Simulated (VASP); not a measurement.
Input:

```
CELL_PARAMETERS angstrom
      4.06497     0.00000     0.00000
      0.00000     4.06497     0.00000
      0.00000     0.00000     7.36739
ATOMIC_POSITIONS crystal
  Ba 0.50000 0.50000 0.50000
  Ti 0.00000 0.50000 0.00000
  Ti 0.50000 0.00000 0.00000
  As 0.00000 0.00000 0.24300
  As 0.00000 0.00000 0.75700
  O  0.50000 0.50000 0.00000
```

All values below come from LDA (Ceperley-Alder, Perdew-Zunger), VASP's LDA PAW potentials (set 64) (plane waves; VASP). Settings: 400 eV cut-off, 6×6×3 Γ-centred mesh, Fermi-Dirac smearing of 0.10 eV, potentials Ba_sv Ti_sv As O.

Give the energies of bands 16 to 29 at the high-symmetry points, in eV from the Fermi level.

```json
[
 {"band": "16", "Γ": "-5.27", "X": "-6.99", "M": "-7.50", "Z": "-5.28", "R": "-6.99", "A": "-7.52"},
 {"band": "17", "Γ": "-5.27", "X": "-5.76", "M": "-7.50", "Z": "-5.28", "R": "-5.98", "A": "-7.52"},
 {"band": "18", "Γ": "-4.93", "X": "-5.63", "M": "-5.96", "Z": "-5.02", "R": "-5.63", "A": "-6.07"},
 {"band": "19", "Γ": "-4.86", "X": "-4.21", "M": "-3.56", "Z": "-3.78", "R": "-3.51", "A": "-3.84"},
 {"band": "20", "Γ": "-2.68", "X": "-3.54", "M": "-3.39", "Z": "-2.54", "R": "-3.20", "A": "-3.84"},
 {"band": "21", "Γ": "-2.68", "X": "-1.97", "M": "-3.39", "Z": "-2.54", "R": "-2.69", "A": "-3.23"},
 {"band": "22", "Γ": "-1.68", "X": "-1.83", "M": "-3.03", "Z": "-2.39", "R": "-2.20", "A": "-2.27"},
 {"band": "23", "Γ": "-0.97", "X": "-1.74", "M": "-3.03", "Z": "-1.68", "R": "-2.09", "A": "-2.27"},
 {"band": "24", "Γ": "-0.61", "X": "-1.42", "M": "-1.56", "Z": "-0.93", "R": "-1.57", "A": "-1.89"},
 {"band": "25", "Γ": "-0.61", "X": "0.02", "M": "-0.19", "Z": "-0.93", "R": "0.10", "A": "-0.33"},
 {"band": "26", "Γ": "-0.22", "X": "0.16", "M": "-0.19", "Z": "0.16", "R": "0.52", "A": "-0.33"},
 {"band": "27", "Γ": "0.23", "X": "0.49", "M": "1.40", "Z": "0.37", "R": "0.63", "A": "1.40"},
 {"band": "28", "Γ": "0.95", "X": "0.69", "M": "1.51", "Z": "0.43", "R": "1.25", "A": "1.43"},
 {"band": "29", "Γ": "0.95", "X": "0.84", "M": "1.55", "Z": "0.93", "R": "1.41", "A": "1.50"}
]
```

It has no gap at this level: it comes out as a metal or semimetal.

The structure comes from a computed database's BaTi2As2O entry (P4/mmm); how it stands against other phases isn't given here. The cell was not relaxed at this level.
